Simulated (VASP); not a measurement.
# SiNi: relaxation of cell and atoms with LDA

Crystal: SiNi.

```
CELL_PARAMETERS angstrom
5.17310 0.00000 0.00000
0.00000 3.33810 0.00000
0.00000 0.00000 5.60490
ATOMIC_POSITIONS crystal
Si 0.32128 0.75000 0.08250
Si 0.17872 0.25000 0.58250
Si 0.82128 0.75000 0.41750
Si 0.67872 0.25000 0.91750
Ni 0.00779 0.25000 0.18752
Ni 0.49221 0.75000 0.68752
Ni 0.50779 0.25000 0.31248
Ni 0.99221 0.75000 0.81248
```

```json
{"Program": "VASP 6.6.1", "Task": "relaxation of cell and atoms", "Functional": "LDA", "Potentials or basis": "VASP PAW LDA potentials, release 64 (Si, Ni)", "Cutoff": "600 eV", "k mesh": "8 × 12 × 8", "Occupations": "methfessel-paxton, width 0.1 eV", "Spin": "no spin polarisation", "Further INCAR settings": "ALGO = Normal; EDIFF = 1e-06; IBRION = 2; EDIFFG = -0.01; NSW = 90; ISIF = 3"}
```

```json
{
 "Relaxed volume": "11.53 Å³/atom",
 "Relaxed cell": "a = 5.044 Å, b = 3.338 Å, c = 5.477 Å, α = 90.00°, β = 90.00°, γ = 90.00°",
 "Space group after relaxing (to 0.05 Å)": "Pnma (No. 62)",
 "Energy gained by relaxing": "17.5 meV/atom",
 "Ionic steps": "16",
 "Pressure after relaxing": "0.1 GPa",
 "Largest force after relaxing": "0.007 eV/Å",
 "Band gap on the k mesh": "none (metal or under the smearing width)"
}
```

Forces in eV/Å, atoms in the order of the input:
```
Si   0.001  0.000  0.001
Si  -0.001  0.000  0.001
Si   0.001  0.000 -0.001
Si  -0.001  0.000 -0.001
Ni   0.007  0.000 -0.002
Ni  -0.007  0.000 -0.002
Ni   0.007  0.000  0.002
Ni  -0.007  0.000  0.002
```

Step by step:
```tsv
step	energy change (eV)	largest force (eV/Å)	pressure (GPa)	volume (Å³)
1	0.0000	0.1595	-8.70	96.79
2	0.0255	0.2193	11.61	87.87
3	-0.1287	0.1056	0.03	92.37
4	-0.1287	0.1054	0.04	92.28
5	-0.1281	0.1055	0.76	92.03
6	-0.1286	0.1054	0.36	92.19
7	-0.1321	0.0752	0.35	92.17
8	-0.1358	0.0957	0.43	92.11
9	-0.1383	0.0626	-0.26	92.42
10	-0.1385	0.0508	-0.54	92.53
11	-0.1398	0.0414	0.13	92.25
12	-0.1398	0.0417	0.09	92.24
13	-0.1401	0.0259	-0.01	92.27
14	-0.1402	0.0119	-0.10	92.30
15	-0.1402	0.0095	-0.10	92.31
16	-0.1403	0.0071	0.09	92.21
```

Final structure:
```
CELL_PARAMETERS angstrom
5.04440 0.00000 0.00000
0.00000 3.33779 0.00000
0.00000 0.00000 5.47671
ATOMIC_POSITIONS crystal
Si 0.32001 0.75000 0.08735
Si 0.17999 0.25000 0.58735
Si 0.82001 0.75000 0.41265
Si 0.67999 0.25000 0.91265
Ni 0.00928 0.25000 0.18782
Ni 0.49072 0.75000 0.68782
Ni 0.50928 0.25000 0.31218
Ni 0.99072 0.75000 0.81218
```

Levels at points of the mesh, in eV from the Fermi level:
| k point | band 25 | band 26 | band 27 | band 28 | band 29 | band 30 | band 31 | band 32 |
| --- | --- | --- | --- | --- | --- | --- | --- | --- |
| (0.00, 0.00, 0.00) | -1.87 | -1.36 | -1.21 | -0.98 | 0.70 | 1.46 | 3.43 | 3.82 |
| (0.50, 0.00, 0.00) | -1.98 | -1.98 | 1.00 | 1.00 | 1.14 | 1.14 | 3.79 | 3.79 |
| (0.00, 0.50, 0.00) | -2.08 | -2.08 | -1.51 | -1.51 | -0.63 | -0.63 | 2.12 | 2.12 |
| (0.50, 0.50, 0.00) | -1.83 | -1.83 | -1.83 | -1.83 | 0.51 | 0.51 | 0.51 | 0.51 |
| (0.00, 0.00, 0.50) | -1.46 | -1.46 | -0.20 | -0.20 | 0.84 | 0.84 | 3.45 | 3.45 |
| (0.50, 0.00, 0.50) | -0.97 | -0.97 | 0.87 | 0.87 | 2.37 | 2.37 | 2.65 | 2.65 |
| (0.00, 0.50, 0.50) | -2.17 | -2.17 | -1.82 | -1.82 | 0.20 | 0.20 | 1.44 | 1.44 |
| (0.50, 0.50, 0.50) | -2.05 | -2.05 | -2.05 | -2.05 | 2.71 | 2.71 | 2.71 | 2.71 |

Wall time 35 min on 4 MPI ranks on Intel(R) Xeon(R) Platinum 8488C (Sapphire Rapids), on a shared host, peak memory 0.62 GiB a rank.

Spin polarisation is off, so any magnetic state and its effect on volume and gap are missing. LDA usually gives volumes a few per cent too small.
